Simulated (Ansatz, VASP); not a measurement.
## H12C14O3 (amorphous polyfuran at 300 K): VASP beside Ansatz

Aim: how closely do two programs agree when they are given the same cell, functional and k mesh? The structure shown is the end of the Ansatz relaxation below.

Program: Ansatz 0.2.0. Level of theory: plane waves, with VASP 6.6.1 beside it; PBE with D3(BJ). Results are calculated unless marked as measured.

## 1. The structure

The cell holds 87 atoms: 42 C, 9 O and 36 H. Cell: a = 9.119 Å, b = 11.062 Å, c = 9.489 Å, α = 77.9°, β = 98.5°, γ = 85.6°. As first built, before any earlier steps moved the atoms or strained the cell (in the runner's words): 3 polyfuran chains of 3 units placed at random, at 1.24 g/cm^3; overlaps pushed apart, then 20 ps at 800 K with MMFF94 bonds, angles, torsions, charges and radii (Halgren, J. Comput. Chem. 17, 490 (1996)) in harmonic and 12-6 forms; charges of ions scaled by 0.8. Snapshot after 30 ps at 300 K and fixed volume.

## 2. Ansatz: relaxation, PBE with D3(BJ)

Ansatz runs on its default PAW (the set named soft_2) files.

This run makes the geometry at which the two programs are then compared.

File input.yaml:

```yaml
crystal:
  lattice:
    - [9.0808, 0.42376, -0.72206]
    - [0.41952, 10.99976, 1.08911]
    - [-0.71484, 1.08911, 9.39868]
  atoms:
    - { symbol: C, position: [0.66877, 0.41067, 0.68505] }
    - { symbol: C, position: [0.56863, 0.52668, 0.66333] }
    - { symbol: C, position: [0.45847, 0.56313, 0.73289] }
    - { symbol: C, position: [0.40424, 0.68834, 0.66125] }
    - { symbol: C, position: [0.48462, 0.72173, 0.55052] }
    - { symbol: O, position: [0.58539, 0.6231, 0.55098] }
    - { symbol: C, position: [0.48314, 0.8352, 0.44495] }
    - { symbol: C, position: [0.41281, 0.95329, 0.42846] }
    - { symbol: C, position: [0.4557, 0.02933, 0.30528] }
    - { symbol: C, position: [0.55066, 0.95412, 0.25264] }
    - { symbol: O, position: [0.56798, 0.83483, 0.33745] }
    - { symbol: C, position: [0.63224, 0.97696, 0.13458] }
    - { symbol: C, position: [0.65942, 0.08374, 0.04277] }
    - { symbol: C, position: [0.7482, 0.04484, 0.94564] }
    - { symbol: C, position: [0.77038, 0.91745, 0.98292] }
    - { symbol: O, position: [0.69939, 0.87476, 0.09835] }
    - { symbol: C, position: [0.8536, 0.82064, 0.93069] }
    - { symbol: H, position: [0.78513, 0.42407, 0.71829] }
    - { symbol: H, position: [0.6374, 0.33882, 0.76987] }
    - { symbol: H, position: [0.66285, 0.37607, 0.58417] }
    - { symbol: H, position: [0.4188, 0.50636, 0.82379] }
    - { symbol: H, position: [0.31508, 0.7463, 0.68554] }
    - { symbol: H, position: [0.3401, 0.98201, 0.49816] }
    - { symbol: H, position: [0.42164, 0.12755, 0.26029] }
    - { symbol: H, position: [0.62097, 0.17798, 0.04648] }
    - { symbol: H, position: [0.79298, 0.104, 0.85998] }
    - { symbol: H, position: [0.91798, 0.75105, 0.0229] }
    - { symbol: H, position: [0.77973, 0.7711, 0.86601] }
    - { symbol: H, position: [0.9309, 0.86272, 0.86296] }
    - { symbol: C, position: [0.9478, 0.67611, 0.55197] }
    - { symbol: C, position: [0.0549, 0.58656, 0.5143] }
    - { symbol: C, position: [0.12394, 0.58971, 0.39533] }
    - { symbol: C, position: [0.2208, 0.47773, 0.42416] }
    - { symbol: C, position: [0.2045, 0.41149, 0.55979] }
    - { symbol: O, position: [0.10318, 0.47723, 0.61591] }
    - { symbol: C, position: [0.27094, 0.29076, 0.63919] }
    - { symbol: C, position: [0.38428, 0.21475, 0.6114] }
    - { symbol: C, position: [0.39782, 0.10128, 0.71645] }
    - { symbol: C, position: [0.29181, 0.11271, 0.80282] }
    - { symbol: O, position: [0.21403, 0.22932, 0.75725] }
    - { symbol: C, position: [0.25453, 0.02289, 0.91994] }
    - { symbol: C, position: [0.29972, 0.89737, 0.9655] }
    - { symbol: C, position: [0.23952, 0.85461, 0.09452] }
    - { symbol: C, position: [0.15942, 0.9549, 0.12009] }
    - { symbol: O, position: [0.16752, 0.05864, 0.01305] }
    - { symbol: C, position: [0.07222, 0.97227, 0.23485] }
    - { symbol: H, position: [0.91349, 0.75489, 0.45837] }
    - { symbol: H, position: [0.84783, 0.6349, 0.57847] }
    - { symbol: H, position: [0.99665, 0.71182, 0.64616] }
    - { symbol: H, position: [0.10568, 0.66383, 0.2977] }
    - { symbol: H, position: [0.29142, 0.44775, 0.35353] }
    - { symbol: H, position: [0.44979, 0.23821, 0.52558] }
    - { symbol: H, position: [0.47801, 0.02097, 0.73044] }
    - { symbol: H, position: [0.37036, 0.84454, 0.91274] }
    - { symbol: H, position: [0.2563, 0.76111, 0.16215] }
    - { symbol: H, position: [0.09004, 0.88733, 0.32156] }
    - { symbol: H, position: [0.10605, 0.04944, 0.28385] }
    - { symbol: H, position: [0.95338, 0.99307, 0.19156] }
    - { symbol: C, position: [0.96805, 0.30659, 0.05152] }
    - { symbol: C, position: [0.06381, 0.40732, 0.02842] }
    - { symbol: C, position: [0.03901, 0.52786, 0.94974] }
    - { symbol: C, position: [0.17447, 0.58076, 0.96859] }
    - { symbol: C, position: [0.27602, 0.48902, 0.0599] }
    - { symbol: O, position: [0.20912, 0.38214, 0.09649] }
    - { symbol: C, position: [0.42679, 0.49043, 0.12235] }
    - { symbol: C, position: [0.51705, 0.58497, 0.11692] }
    - { symbol: C, position: [0.6553, 0.53323, 0.20238] }
    - { symbol: C, position: [0.64395, 0.40906, 0.2565] }
    - { symbol: O, position: [0.50425, 0.38156, 0.20783] }
    - { symbol: C, position: [0.74804, 0.31228, 0.34864] }
    - { symbol: C, position: [0.89678, 0.30867, 0.39925] }
    - { symbol: C, position: [0.9423, 0.18762, 0.48916] }
    - { symbol: C, position: [0.8206, 0.12385, 0.48804] }
    - { symbol: O, position: [0.70026, 0.19943, 0.40249] }
    - { symbol: C, position: [0.79745, 0.99547, 0.55607] }
    - { symbol: H, position: [0.96351, 0.27297, 0.16835] }
    - { symbol: H, position: [0.85552, 0.3421, 0.9952] }
    - { symbol: H, position: [0.00719, 0.22717, 0.00947] }
    - { symbol: H, position: [0.93461, 0.5721, 0.88438] }
    - { symbol: H, position: [0.19514, 0.67476, 0.92243] }
    - { symbol: H, position: [0.48718, 0.68122, 0.06045] }
    - { symbol: H, position: [0.75095, 0.58177, 0.22512] }
    - { symbol: H, position: [0.96441, 0.38386, 0.37453] }
    - { symbol: H, position: [0.0524, 0.1513, 0.54743] }
    - { symbol: H, position: [0.90151, 0.94794, 0.62247] }
    - { symbol: H, position: [0.71282, 0.99348, 0.62662] }
    - { symbol: H, position: [0.76206, 0.94264, 0.47356] }
kpoints:
  mp_grid: { grid: [1, 1, 1] }
hamiltonian:
  xc: pbe
  dispersion: d3bj
scf:
  occupations: { method: fixed }
output:
  forces: true
  eigenvalues: true
  stress: true
relax:
  f_tol: 0.05
  max_steps: 70
```

Command:

```bash
$ ansatz run input.yaml --threads 4 --pin off --max-ram 8192MiB --backend cpu --events-out ev --progress --plain --runs-dir out
```

Numbers of over 12 decimals in the logs are rounded to 6 here.

What it wrote:

```text
Warning: output.stress: scf.convergence.dr2_threshold = 1e-7 eV (the SCF's general default) is looser than the 8.7e-9 eV advised for a printed stress (1e-10 eV for each atom of the cell: 87). What an SCF threshold leaves in a stress goes as its square root, and in the free energy as the threshold itself, and one threshold admits the most on a small cell: [figures from the program's tests cut] Every solve of this run  [...]
Engine: ansatz 0.2.0, x86_64-unknown-linux-gnu
Pseudopotentials: kind: paw
Pseudopotential: C, paw, valence charge 4, recommended cutoff 420 eV (normal), C.paw.azcp
Pseudopotential: O, paw, valence charge 6, recommended cutoff 420 eV (normal), O.paw.azcp
Pseudopotential: H, paw, valence charge 1, recommended cutoff 420 eV (normal), H.paw.azcp
Functional definition: PBE
  parameter kappa = 0.804
  parameter beta = 0.066725
  exchange = pbe_x(kappa = kappa, mu = beta*pi^2/3)
  correlation = pbe_c(beta = beta)
Crystal: 87 atoms, lattice volume = 920.023 Å³
Basis set: ecut = 420 eV, 17985 PW (Γ), exchange–correlation on 128×150×128 points (8 copies of the dense FFT grid, shifted against one another)
Bands: 216, of which v1, the nominal top of the filled ones, is band 129 counted from 1 (128 counted from 0)
Symmetry: 1 space group operations
Space group: P1 (ITA 1), of the structure as read, at distance tolerance 9.7e-5 Å
k-points: 1
Non-local potential: C, projectors of the file, l = 0: 2, l = 1: 2, l = 2: 1
Non-local potential: O, projectors of the file, l = 0: 2, l = 1: 2, l = 2: 1
Non-local potential: H, projectors of the file, l = 0: 2, l = 1: 1
PAW form: soft (Blöchl's): semilocal exchange-correlation on the pseudo side does not see the compensation charge
PAW one-centre angular grid: C, 110 points (default); XC on 64 Gauss nodes
PAW one-centre angular grid: O, 110 points (default); XC on 64 Gauss nodes
PAW one-centre angular grid: H, 110 points (default); XC on 64 Gauss nodes
Initial density: superposition of atomic densities (neutral atoms: chi_scale 0, normalization atom), corrected by the library's trained network
Initial wavefunctions: pseudopotential atomic-orbital guess
Functional: x = pbe(κ = 0.804, μ = 0.219515), c = pbe(β = 0.066725)
SCF iter   1: F=—  HF=-16214.276195 eV  |F-HF|=—  |Δ(HF+E_count)|=         —  Δρ=1.01e-2  dr2=9.43e-1  ethr=1.77e-3  ⟨swp⟩=5.0  Hψ=758  notcnv=0  defer=85
preconditioner: auto → Resta (q_TF=auto, 2.207 Å⁻¹)  ε∞=2.6  [insulator: Δε(μ)=2.364 eV  Ē_g=14.864 eV  n_scr=164 (ndim 8)  ℏωp=19.0 eV  f_vac=0.192  ε∞_Penn≈2.6]
SCF iter   2: F=—  HF=-16214.088240 eV  |F-HF|=—  |Δ(HF+E_count)|=   1.88e-1  Δρ=4.38e-3  dr2=1.42e-1  ethr=3.66e-4  ⟨swp⟩=2.0  Hψ=338  notcnv=0  defer=84
SCF iter   3: F=—  HF=-16214.078639 eV  |F-HF|=—  |Δ(HF+E_count)|=   9.60e-3  Δρ=1.84e-3  dr2=3.34e-2  ethr=5.50e-5  ⟨swp⟩=2.0  Hψ=267  notcnv=0  defer=85
SCF iter   4: F=—  HF=-16214.085809 eV  |F-HF|=—  |Δ(HF+E_count)|=   7.17e-3  Δρ=7.33e-4  dr2=7.00e-3  ethr=1.30e-5  ⟨swp⟩=3.0  Hψ=258  notcnv=0  defer=85
SCF iter   5: F=—  HF=-16214.087875 eV  |F-HF|=—  |Δ(HF+E_count)|=   2.07e-3  Δρ=2.24e-4  dr2=7.58e-4  ethr=2.71e-6  ⟨swp⟩=2.0  Hψ=220  notcnv=0  defer=85
SCF iter   6: F=—  HF=-16214.088042 eV  |F-HF|=—  |Δ(HF+E_count)|=   1.67e-4  Δρ=6.60e-5  dr2=5.21e-5  ethr=2.94e-7  ⟨swp⟩=2.0  Hψ=250  notcnv=0  defer=85
SCF iter   7: F=-16214.088068 eV  HF=-16214.088072 eV  |F-HF|=3.11e-6  |Δ(HF+E_count)|=   2.93e-5  Δρ=3.13e-5  dr2=9.21e-6  ethr=2.02e-8  ⟨swp⟩=16.0  Hψ=1498  notcnv=0
SCF 1 converged in 7 iterations: F = -16214.088068 eV  dr2 = 9.21e-6
  greatest PAW one-centre occupation: 0.867 electrons in one spin orbital (limit 2), on the O atom at site 15 (counted from 0), in its partial waves of l = 0
relax step   1: F+E_penalty+E_count = -16214.08806848 eV  Δ(F+E_penalty+E_count) = +0.000e0 eV  max|allowed force component| = 5.019e-1 eV/Å  Δτ_max = 0.0000 Å  (7 SCF iters, dr2 threshold 6.25e-5 eV, accepted)
Initial density: handed on by an earlier stage of this run
Initial wavefunctions: those handed on with the density
[...]
--- Relaxed structure (3 steps of the walk, 3 accepted, 0 SCFs on fresh bases) ---
  F+E_penalty+E_count = -16214.15339670 eV   max|allowed force component| = 4.671e-2 eV/Å
  atoms:
    - { symbol: C, position: [0.668520, 0.411095, 0.682675] }
    - { symbol: C, position: [0.568283, 0.527374, 0.662434] }
    - { symbol: C, position: [0.458404, 0.564082, 0.733445] }
    - { symbol: C, position: [0.403884, 0.689553, 0.662519] }
    - { symbol: C, position: [0.483577, 0.722620, 0.550479] }
    - { symbol: O, position: [0.584457, 0.623821, 0.549741] }
    - { symbol: C, position: [0.481334, 0.836055, 0.444550] }
    - { symbol: C, position: [0.410386, 0.954114, 0.428463] }
    - { symbol: C, position: [0.453410, 0.030277, 0.305157] }
    - { symbol: C, position: [0.548753, 0.955093, 0.251878] }
    - { symbol: O, position: [0.566327, 0.835721, 0.336544] }
    - { symbol: C, position: [0.630415, 0.977823, 0.133244] }
    - { symbol: C, position: [0.657465, 0.084428, 0.040726] }
    - { symbol: C, position: [0.746176, 0.045164, 0.943074] }
    - { symbol: C, position: [0.768233, 0.917755, 0.980566] }
    - { symbol: O, position: [0.697403, 0.875498, 0.096701] }
    - { symbol: C, position: [0.851305, 0.820510, 0.928250] }
    - { symbol: H, position: [0.786433, 0.423906, 0.714905] }
    - { symbol: H, position: [0.637039, 0.339072, 0.767456] }
    - { symbol: H, position: [0.661079, 0.376968, 0.581427] }
    - { symbol: H, position: [0.419423, 0.507414, 0.825133] }
    - { symbol: H, position: [0.314523, 0.747618, 0.687765] }
    - { symbol: H, position: [0.337130, 0.982684, 0.498396] }
    - { symbol: H, position: [0.419228, 0.128581, 0.260490] }
    - { symbol: H, position: [0.619266, 0.178798, 0.044479] }
    - { symbol: H, position: [0.790871, 0.104096, 0.856801] }
    - { symbol: H, position: [0.916466, 0.751095, 0.020575] }
    - { symbol: H, position: [0.775992, 0.770837, 0.864404] }
    - { symbol: H, position: [0.929170, 0.861985, 0.859872] }
    - { symbol: C, position: [0.950451, 0.677751, 0.555318] }
    - { symbol: C, position: [0.057510, 0.587671, 0.517178] }
    - { symbol: C, position: [0.127038, 0.590595, 0.398084] }
    - { symbol: C, position: [0.224031, 0.478201, 0.426487] }
    - { symbol: C, position: [0.207475, 0.412062, 0.562177] }
    - { symbol: O, position: [0.105803, 0.478112, 0.618557] }
    - { symbol: C, position: [0.273380, 0.290827, 0.640945] }
    - { symbol: C, position: [0.386687, 0.214141, 0.612327] }
    - { symbol: C, position: [0.399255, 0.100396, 0.716761] }
    - { symbol: C, position: [0.292571, 0.112391, 0.803428] }
    - { symbol: O, position: [0.215512, 0.229617, 0.758864] }
    - { symbol: C, position: [0.254542, 0.022651, 0.920428] }
[...]
- { symbol: O, position: [0.167564, 0.058613, 0.014058] }
[...]
- { symbol: H, position: [0.915931, 0.756541, 0.461710] }
    - { symbol: H, position: [0.849320, 0.637136, 0.582434] }
    - { symbol: H, position: [1.000787, 0.713285, 0.649264] }
    - { symbol: H, position: [0.109025, 0.664870, 0.300624] }
    - { symbol: H, position: [0.294781, 0.447897, 0.355554] }
    - { symbol: H, position: [0.452740, 0.237362, 0.526346] }
    - { symbol: H, position: [0.479189, 0.019495, 0.730122] }
    - { symbol: H, position: [0.370235, 0.843939, 0.912387] }
    - { symbol: H, position: [0.255742, 0.760823, 0.162329] }
    - { symbol: H, position: [0.090078, 0.887462, 0.323084] }
    - { symbol: H, position: [0.106418, 0.049501, 0.285284] }
    - { symbol: H, position: [0.951727, 0.993246, 0.193517] }
[...]
- { symbol: O, position: [0.206848, 0.381900, 0.095378] }
[...]
- { symbol: C, position: [0.517930, 0.584677, 0.117610] }
    - { symbol: C, position: [0.657463, 0.532536, 0.203025] }
    - { symbol: C, position: [0.645509, 0.408326, 0.256691] }
    - { symbol: O, position: [0.504485, 0.381286, 0.207576] }
    - { symbol: C, position: [0.750331, 0.311184, 0.348634] }
    - { symbol: C, position: [0.900683, 0.307029, 0.398907] }
    - { symbol: C, position: [0.946339, 0.185806, 0.488634] }
    - { symbol: C, position: [0.822959, 0.122601, 0.487674] }
    - { symbol: O, position: [0.701553, 0.198519, 0.402487] }
    - { symbol: C, position: [0.799274, 0.994307, 0.555634] }
[...]
- { symbol: H, position: [0.191896, 0.674962, 0.922950] }
    - { symbol: H, position: [0.488077, 0.681099, 0.061643] }
    - { symbol: H, position: [0.754267, 0.580825, 0.226026] }
    - { symbol: H, position: [0.969317, 0.381950, 0.373977] }
    - { symbol: H, position: [0.057562, 0.148854, 0.546444] }
    - { symbol: H, position: [0.904580, 0.946431, 0.621365] }
    - { symbol: H, position: [0.714401, 0.992406, 0.626877] }
    - { symbol: H, position: [0.762528, 0.941893, 0.473003] }
```

## 3. VASP: single point, PBE with D3(BJ), pair 1

The same cell, functional and mesh now go to VASP, with its own data sets.

Lines of VASP's logs that name or quote its potential files are left out, and so is its time.

File INCAR:

```
SYSTEM = H12C14O3
PREC = Accurate
ENCUT = 600
EDIFF = 1E-06
NELM = 120
ISMEAR = 0
SIGMA = 0.01
LREAL = Auto
ALGO = Normal
GGA = PE
IVDW = 12
NBANDS = 192
LORBIT = 11
LWAVE = .FALSE.
LCHARG = .FALSE.
ISIF = 2
LASPH = .TRUE.
GGA_COMPAT = .FALSE.
EFERMI = MIDGAP
NCORE = 2
```

File POSCAR:

```
H12C14O3
1.0
    9.0808000000      0.4237600000     -0.7220600000
    0.4195200000     10.9997600000      1.0891100000
   -0.7148400000      1.0891100000      9.3986800000
C O H
42 9 36
Direct
    0.6685200000      0.4110900000      0.6826700000
    0.5682800000      0.5273700000      0.6624300000
    0.4584000000      0.5640800000      0.7334500000
    0.4038800000      0.6895500000      0.6625200000
    0.4835800000      0.7226200000      0.5504800000
    0.4813300000      0.8360600000      0.4445500000
    0.4103900000      0.9541100000      0.4284600000
    0.4534100000      0.0302800000      0.3051600000
    0.5487500000      0.9550900000      0.2518800000
    0.6304100000      0.9778200000      0.1332400000
    0.6574700000      0.0844300000      0.0407300000
    0.7461800000      0.0451600000      0.9430700000
    0.7682300000      0.9177600000      0.9805700000
    0.8513100000      0.8205100000      0.9282500000
    0.9504500000      0.6777500000      0.5553200000
    0.0575100000      0.5876700000      0.5171800000
    0.1270400000      0.5906000000      0.3980800000
    0.2240300000      0.4782000000      0.4264900000
    0.2074800000      0.4120600000      0.5621800000
    0.2733800000      0.2908300000      0.6409400000
    0.3866900000      0.2141400000      0.6123300000
    0.3992600000      0.1004000000      0.7167600000
    0.2925700000      0.1123900000      0.8034300000
    0.2545400000      0.0226500000      0.9204300000
    0.2995800000      0.8970000000      0.9655800000
    0.2392400000      0.8544000000      0.0949300000
    0.1593200000      0.9549200000      0.1211800000
    0.0718400000      0.9724000000      0.2363700000
    0.9641600000      0.3055800000      0.0494200000
    0.0602600000      0.4068400000      0.0273500000
    0.0347400000      0.5276500000      0.9493500000
    0.1713700000      0.5807500000      0.9686100000
    0.2742700000      0.4889700000      0.0595700000
    0.4264300000      0.4903100000      0.1223000000
    0.5179300000      0.5846800000      0.1176100000
    0.6574600000      0.5325400000      0.2030300000
    0.6455100000      0.4083300000      0.2566900000
    0.7503300000      0.3111800000      0.3486300000
    0.9006800000      0.3070300000      0.3989100000
    0.9463400000      0.1858100000      0.4886300000
    0.8229600000      0.1226000000      0.4876700000
    0.7992700000      0.9943100000      0.5556300000
    0.5844600000      0.6238200000      0.5497400000
    0.5663300000      0.8357200000      0.3365400000
    0.6974000000      0.8755000000      0.0967000000
    0.1058000000      0.4781100000      0.6185600000
    0.2155100000      0.2296200000      0.7588600000
    0.1675600000      0.0586100000      0.0140600000
    0.2068500000      0.3819000000      0.0953800000
    0.5044800000      0.3812900000      0.2075800000
    0.7015500000      0.1985200000      0.4024900000
    0.7864300000      0.4239100000      0.7149100000
    0.6370400000      0.3390700000      0.7674600000
    0.6610800000      0.3769700000      0.5814300000
    0.4194200000      0.5074100000      0.8251300000
    0.3145200000      0.7476200000      0.6877600000
    0.3371300000      0.9826800000      0.4984000000
    0.4192300000      0.1285800000      0.2604900000
    0.6192700000      0.1788000000      0.0444800000
    0.7908700000      0.1041000000      0.8568000000
    0.9164700000      0.7510900000      0.0205700000
    0.7759900000      0.7708400000      0.8644000000
    0.9291700000      0.8619800000      0.8598700000
    0.9159300000      0.7565400000      0.4617100000
    0.8493200000      0.6371400000      0.5824300000
    0.0007900000      0.7132800000      0.6492600000
    0.1090200000      0.6648700000      0.3006200000
    0.2947800000      0.4479000000      0.3555500000
    0.4527400000      0.2373600000      0.5263500000
    0.4791900000      0.0194900000      0.7301200000
    0.3702300000      0.8439400000      0.9123900000
    0.2557400000      0.7608200000      0.1623300000
    0.0900800000      0.8874600000      0.3230800000
    0.1064200000      0.0495000000      0.2852800000
    0.9517300000      0.9932500000      0.1935200000
    0.9607400000      0.2704800000      0.1662400000
    0.8500800000      0.3409600000      0.9942900000
    0.0037300000      0.2271300000      0.0057200000
    0.9291800000      0.5719700000      0.8842700000
    0.1919000000      0.6749600000      0.9229500000
    0.4880800000      0.6811000000      0.0616400000
    0.7542700000      0.5808200000      0.2260300000
    0.9693200000      0.3819500000      0.3739800000
    0.0575600000      0.1488500000      0.5464400000
    0.9045800000      0.9464300000      0.6213600000
    0.7144000000      0.9924100000      0.6268800000
    0.7625300000      0.9418900000      0.4730000000
```

File KPOINTS:

```
Automatic mesh
0
Gamma
1 1 1
0 0 0
```

The projector-augmented-wave data sets are C, O and H (PBE family, release 64).

Command:

```bash
$ mpirun -np 8 vasp_gam
```

What it wrote:

```text
[banner, memory and clock lines left out]
running    8 mpi-ranks, on    1 nodes
[...]
LDA part: xc-table for (Slater+PW92), standard interpolation
 POSCAR, INCAR and KPOINTS ok, starting setup
[...]
entering main loop
       N       E                     dE             d eps       ncg     rms          rms(c)
DAV:   1     0.207261391799E+04    0.20726E+04   -0.14863E+05   384   0.141E+03
DAV:   2    -0.378656205182E+03   -0.24513E+04   -0.23270E+04   480   0.312E+02
DAV:   3    -0.609613835066E+03   -0.23096E+03   -0.22858E+03   472   0.988E+01
DAV:   4    -0.615505583213E+03   -0.58917E+01   -0.58617E+01   480   0.173E+01
[...]
DAV:  14    -0.566851697398E+03   -0.16546E-04   -0.14796E-04   464   0.397E-02    0.129E-02
DAV:  15    -0.566851696061E+03    0.13366E-05   -0.29412E-05   456   0.145E-02    0.889E-03
DAV:  16    -0.566851695305E+03    0.75608E-06   -0.96574E-06   448   0.108E-02
   1 F= -.57247270E+03 E0= -.57247270E+03  d E =0.000000E+00
```

From OUTCAR (step 3):

```text
  FREE ENERGIE OF THE ION-ELECTRON SYSTEM (eV)
  ---------------------------------------------------
  free  energy   TOTEN  =      -572.4726973861 eV

  energy  without entropy=     -572.4726973861  energy(sigma->0) =     -572.47269739

[... 1 further part left out ...]
```

The run ends at a pressure of 0.16 GPa, with forces up to 0.22 eV/Å.

[end of part 1 of 3]

[Lines on the potential files, build, host, timing and source positions are cut from VASP's logs without a mark.]

[Logs are printed without paths, hosts, clocks, repeated set-up lines and the standing remarks that a program may print on its own settings, such as how far it seeks lower states.]

[Hosts, paths, dates, database ids (printed as entryN), source tags and the programs' standing remarks are cut or masked in the printed files.]

[The MMFF94 radii named for the starting cell were scaled by 0.96; in molecules described by MMFF94, hydrogen bound to N, O or S took a small fixed 12-6 site in their place.]
